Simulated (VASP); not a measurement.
OSZICAR of a VASP run on Mg (hcp):

File OSZICAR:
```
       N       E                     dE             d eps       ncg     rms          rms(c)
DAV:   1    -0.306740994895E-02   -0.30674E-02   -0.12440E+03  1008   0.463E+02
DAV:   2    -0.298860706733E+01   -0.29855E+01   -0.28437E+01  1338   0.288E+01
DAV:   3    -0.301312166784E+01   -0.24515E-01   -0.24252E-01  1470   0.326E+00
DAV:   4    -0.301320085000E+01   -0.79182E-04   -0.79179E-04  1350   0.143E-01
DAV:   5    -0.301320100648E+01   -0.15648E-06   -0.15646E-06  1392   0.615E-03    0.959E-01
DAV:   6    -0.300721716790E+01    0.59838E-02   -0.63303E-04  1176   0.294E-01    0.615E-01
DAV:   7    -0.299977677617E+01    0.74404E-02   -0.24961E-03  1098   0.511E-01    0.344E-02
DAV:   8    -0.299979059065E+01   -0.13814E-04   -0.14103E-05  1614   0.339E-02    0.786E-03
DAV:   9    -0.299978920210E+01    0.13886E-05   -0.13339E-06  1206   0.817E-03    0.618E-04
DAV:  10    -0.299978896493E+01    0.23717E-06   -0.47302E-09   912   0.666E-04    0.141E-04
DAV:  11    -0.299978893318E+01    0.31755E-07   -0.65309E-10   690   0.239E-04
   1 F= -.33212920E+01 E0= -.33205605E+01  d E =-.332129E+01
       N       E                     dE             d eps       ncg     rms          rms(c)
DAV:   1    -0.300093178849E+01   -0.11428E-02   -0.23105E-03  1410   0.261E-01    0.189E-02
DAV:   2    -0.300092896626E+01    0.28222E-05   -0.12729E-05  1176   0.272E-02    0.121E-02
DAV:   3    -0.300092625345E+01    0.27128E-05   -0.31357E-06  1302   0.918E-03    0.235E-04
DAV:   4    -0.300092627307E+01   -0.19623E-07   -0.38267E-08   882   0.161E-03
   2 F= -.33220899E+01 E0= -.33213345E+01  d E =-.797946E-03
       N       E                     dE             d eps       ncg     rms          rms(c)
DAV:   1    -0.300143128844E+01   -0.50503E-03   -0.91706E-04  1392   0.163E-01    0.103E-02
DAV:   2    -0.300143057847E+01    0.70998E-06   -0.49715E-06  1182   0.170E-02    0.657E-03
DAV:   3    -0.300142971345E+01    0.86502E-06   -0.97538E-07  1266   0.517E-03    0.131E-04
DAV:   4    -0.300142972661E+01   -0.13167E-07   -0.12031E-08   768   0.907E-04
   3 F= -.33222493E+01 E0= -.33214880E+01  d E =-.957350E-03
```

Task: Which electronic solver shows in the log?

Result: It is blocked Davidson (ALGO = Normal, or the opening steps of other solvers). The INCAR had ALGO = Normal.

Task: Can the final energy be trusted as converged?

Result: The calculation finished and met its thresholds. It stopped with EDIFF = 1E-7, NELM = 100, NSW = 30 and EDIFFG = -0.01 after 3 ionic steps (PBE GGA with D4 dispersion, plane waves, VASP's PBE PAW potentials (set 64)).

The compound is Mg in the hcp structure. This run relaxes it. Symmetry was kept, so distortions that lower it aren't found.
